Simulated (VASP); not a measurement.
OSZICAR of a VASP run on CoGe (atoms displaced from the space group 198 structure):

OSZICAR:
```
       N       E                     dE             d eps       ncg     rms          rms(c)
DAV:   1     0.811314735514E+03    0.81131E+03   -0.27216E+04  8001   0.324E+03
DAV:   2     0.104007065738E+03   -0.70731E+03   -0.68206E+03  6930   0.789E+02
DAV:   3    -0.480901883098E+02   -0.15210E+03   -0.14693E+03  7014   0.228E+02
DAV:   4    -0.575412017523E+02   -0.94510E+01   -0.93303E+01  7862   0.663E+01
DAV:   5    -0.577611056145E+02   -0.21990E+00   -0.21973E+00  7612   0.107E+01    0.229E+01
DAV:   6    -0.628873155658E+02   -0.51262E+01   -0.88271E+01  9684   0.771E+01    0.274E+01
DAV:   7    -0.541884123482E+02    0.86989E+01   -0.43358E+01  7427   0.812E+01    0.145E+01
DAV:   8    -0.533989943864E+02    0.78942E+00   -0.13672E+01  8576   0.434E+01    0.896E+00
DAV:   9    -0.533266928828E+02    0.72302E-01   -0.44709E+00  9359   0.236E+01    0.853E+00
DAV:  10    -0.529643512278E+02    0.36234E+00   -0.29579E+00  8279   0.180E+01    0.374E+00
DAV:  11    -0.528549535585E+02    0.10940E+00   -0.44479E-01  8025   0.703E+00    0.107E+00
DAV:  12    -0.528620693053E+02   -0.71157E-02   -0.97686E-02  7793   0.310E+00    0.126E+00
DAV:  13    -0.528530864576E+02    0.89828E-02   -0.51386E-02  7665   0.265E+00    0.293E-01
DAV:  14    -0.528525009218E+02    0.58554E-03   -0.64177E-03  7695   0.942E-01    0.178E-01
DAV:  15    -0.528523845872E+02    0.11633E-03   -0.16414E-03  9367   0.604E-01    0.876E-02
DAV:  16    -0.528523654207E+02    0.19166E-04   -0.31030E-04  7956   0.332E-01    0.385E-02
DAV:  17    -0.528523604265E+02    0.49942E-05   -0.75280E-05  8645   0.120E-01    0.123E-02
DAV:  18    -0.528523615072E+02   -0.10807E-05   -0.11790E-05  7526   0.456E-02    0.693E-03
DAV:  19    -0.528523612375E+02    0.26968E-06   -0.16051E-06  4298   0.441E-02
   1 F= -.52852361E+02 E0= -.52845926E+02  d E =-.128712E-01
```

Q: Which electronic solver shows in the log?

A: It is blocked Davidson (ALGO = Normal, or the opening steps of other solvers). The INCAR had ALGO = Normal.

Q: How was spin treated?

A: Without spin polarisation: there is no mag entry.

Q: Can the final energy be trusted as converged?

A: Self-consistency was reached. It stopped with EDIFF = 1E-6, NELM = 100 (PBEsol GGA, plane waves, VASP's PBE PAW potentials (set 64)).

The structure comes from a computed database's CoGe entry; how it stands against other phases isn't given here. The cell was not relaxed at this level, atoms are displaced from their ideal sites. The run is not spin-polarised, so no magnetic state was tried.
